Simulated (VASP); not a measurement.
Energy against volume of Sn (beta). All values below come from PW91 GGA, VASP's PBE PAW potentials (set 64) (plane waves; VASP). Numerical set-up: 520 eV cut-off, 13×13×13 Γ-centred mesh, first-order Methfessel-Paxton smearing of 0.10 eV, potentials Sn_d.

Shape and ions are relaxed at each volume.

| V (Å³/atom) | E (eV/atom) |
|---|---|
| 26.699 | -3.81480 |
| 27.552 | -3.82835 |
| 28.404 | -3.83261 |
| 29.256 | -3.82916 |

Question: Fit these four points and predict the energy of the run at 30.108 Å³/atom.

Answer: A cubic in V^(−2/3), the third-order Birch-Murnaghan form, passes through the four points with V0 = 28.42 Å³/atom and B0 = 48 GPa, and gives -3.8193 eV/atom there. The run gave -3.8193 eV/atom, +0.0 meV/atom from the fit; all five points give B0 = 48 GPa.

The compound is Sn in the beta structure. It was relaxed first, which changed the volume by +5 %.
